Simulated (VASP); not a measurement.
Level of theory: LDA (Ceperley-Alder, Perdew-Zunger), VASP's LDA PAW potentials (set 64) (plane waves; VASP).

VASP input:

**POSCAR**
```
ZrS
3.7907770
  0.0000000000   0.7071067488   0.7071067488
  0.7071067488   0.0000000000   0.7071067488
  0.7071067488   0.7071067488   0.0000000000
S Zr
1 1
Cart
  0.0000000000   0.0000000000   0.0000000000
  0.7071067488   0.7071067488   0.7071067488
```

### KPOINTS
```
Automatic mesh
0
Gamma
9 9 9
0 0 0
```

### INCAR
```
SYSTEM = ZrS
PREC = Accurate; ENCUT = 300; LREAL = F
LASPH = T
EDIFF = 1E-6; NELM = 100; ALGO = Normal
LMAXMIX = 4
ISMEAR = 0; SIGMA = 0.1
ISIF = 2
LWAVE = F; LCHARG = F
```

POTCAR, in this order: S Zr_sv (LDA.64 set). Program: vasp_std.

At this cut-off the stress carries a Pulay error, which pulls relaxed volumes low.

**Question.** Predict the energy per atom (σ→0), pressure, band gap (on the k-mesh).

**Answer.** 
| Property | Result |
|---|---|
| energy per atom (σ→0) | -8458 meV/atom |
| band gap (on the k-mesh) | none (metal, semimetal or under 0.01 eV) |
| pressure | -15.45 GPa |

**OSZICAR**
```
...
DAV:   6    -0.169667953810E+02    0.92864E+00   -0.29276E+00  1088   0.115E+01    0.622E+00
DAV:   7    -0.169287889537E+02    0.38006E-01   -0.20342E-01  1487   0.302E+00    0.255E+00
DAV:   8    -0.169200739017E+02    0.87151E-02   -0.20296E-02  1090   0.108E+00    0.355E-01
DAV:   9    -0.169197422426E+02    0.33166E-03   -0.20043E-03  1201   0.286E-01    0.166E-01
DAV:  10    -0.169197219151E+02    0.20328E-04   -0.27753E-04  1341   0.169E-01    0.451E-02
DAV:  11    -0.169197204746E+02    0.14405E-05   -0.11134E-05  1120   0.294E-02    0.156E-02
DAV:  12    -0.169197199888E+02    0.48583E-06   -0.19955E-06   706   0.136E-02
   1 F= -.16919720E+02 E0= -.16915632E+02  d E =-.817673E-02
```

The structure was generated: ZrS was put into an ordered model structure, which need not be its known phase. The cell was not relaxed at this level. The run is one of a series of settings (GGA removed, POTCAR S Zr_sv (LDA.64 set) against the base run), some of them coarse on purpose. VASP warned that the highest band is occupied, so more bands are needed.
